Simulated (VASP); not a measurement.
Output of a VASP run:

**OSZICAR**
```
       N       E                     dE             d eps       ncg     rms          rms(c)
DAV:   1     0.405010141194E+02    0.40501E+02   -0.59229E+03  1120   0.141E+03
DAV:   2    -0.122222616768E+02   -0.52723E+02   -0.50029E+02  1128   0.203E+02
DAV:   3    -0.136257761803E+02   -0.14035E+01   -0.13870E+01  1288   0.432E+01
DAV:   4    -0.136551937683E+02   -0.29418E-01   -0.29404E-01  1354   0.560E+00
DAV:   5    -0.136560757570E+02   -0.88199E-03   -0.88197E-03  1312   0.956E-01    0.125E+01
DAV:   6    -0.165882546208E+02   -0.29322E+01   -0.74611E+01  1272   0.129E+02    0.180E+01
DAV:   7    -0.120017629817E+02    0.45865E+01   -0.33517E+01  1238   0.823E+01    0.182E+00
DAV:   8    -0.119988140591E+02    0.29489E-02   -0.23300E-01  1156   0.429E+00    0.120E+00
DAV:   9    -0.119850896188E+02    0.13724E-01   -0.45133E-02  1356   0.305E+00    0.314E-01
DAV:  10    -0.119845341316E+02    0.55549E-03   -0.18184E-03  1488   0.597E-01    0.131E-01
DAV:  11    -0.119845280735E+02    0.60581E-05   -0.65388E-05  1582   0.102E-01    0.364E-02
DAV:  12    -0.119845183889E+02    0.96847E-05   -0.53577E-05  1340   0.106E-01    0.522E-03
DAV:  13    -0.119845184009E+02   -0.12074E-07   -0.50072E-07   612   0.712E-03
   1 F= -.11984518E+02 E0= -.11984331E+02  d E =-.562082E-03
```

### OUTCAR
```
------------------------ aborting loop because EDIFF is reached ----------------------------------------
  FORCE on cell =-STRESS in cart. coord.  units (eV):
  Direction    XX          YY          ZZ          XY          YZ          ZX
  --------------------------------------------------------------------------------------
  Total       -0.2334892     -0.2334892     -0.2334892     -0.0000000     -0.0000000      0.0000000
  in kB      -15.9911330    -15.9911330    -15.9911330     -0.0000000     -0.0000000      0.0000000
  external PRESSURE =     -15.9911330 kB  Pullay stress =       0.0000000 kB
  volume of cell :       23.39
      direct lattice vectors                 reciprocal lattice vectors
     2.860000000  0.000000000  0.000000000     0.349650350  0.000000000  0.000000000
     0.000000000  2.860000000  0.000000000     0.000000000  0.349650350  0.000000000
     0.000000000  0.000000000  2.860000000     0.000000000  0.000000000  0.349650350
 POSITION                                       TOTAL-FORCE (eV/Angst)
 -----------------------------------------------------------------------------------
      1.43000      1.43000      1.43000         0.000000      0.000000      0.000000
      0.00000      0.00000      0.00000         0.000000      0.000000      0.000000
 -----------------------------------------------------------------------------------
    total drift:                                0.000000      0.000000      0.000000
  FREE ENERGIE OF THE ION-ELECTRON SYSTEM (eV)
  ---------------------------------------------------
  free  energy   TOTEN  =       -11.9845184009 eV

  energy  without entropy=      -11.9839563185  energy(sigma->0) =      -11.98433104
```
(Selected blocks of OUTCAR.)

### POSCAR
```
CoAl
1
    2.8600000000     0.0000000000     0.0000000000
    0.0000000000     2.8600000000     0.0000000000
    0.0000000000     0.0000000000     2.8600000000
Al Co
1 1
Direct
  0.5000000000   0.5000000000   0.5000000000
  0.0000000000   0.0000000000   0.0000000000
```

Question: Reconstruct the remaining input files.

Answer: Several could match; the one computed here: the input of the run itself, PBE GGA, plane waves, VASP's PBE PAW potentials (set 64).

**INCAR**
```
ISIF=2   ! forces and stress, cell fixed
LCHARG=.False.
LWAVE=.False.
NELM=100   ! most electronic steps
GGA=PE   ! PBE
LMAXMIX=4   ! l cut-off of mixed one-centre charges
SIGMA=0.1   ! width (eV)
ENCUT=600   ! plane-wave cut-off (eV)
LASPH=.True.   ! aspherical one-centre terms
SYSTEM=CoAl
ISMEAR=1   ! Methfessel-Paxton
ALGO=Normal   ! blocked Davidson
PREC=Accurate
LREAL=.False.
EDIFF=1E-6   ! SCF stop (eV)
```

KPOINTS:
```
Automatic mesh
0
Gamma
11 11 11
0 0 0
```

POTCAR, in this order: Al Co (PBE.64 set). Program: vasp_std.

The compound is CoAl in the CsCl type structure. The cell was not relaxed at this level. The run is one of a series of settings (ENCUT = 600 against the base run), some of them coarse on purpose. The run is not spin-polarised, so no magnetic state was tried.
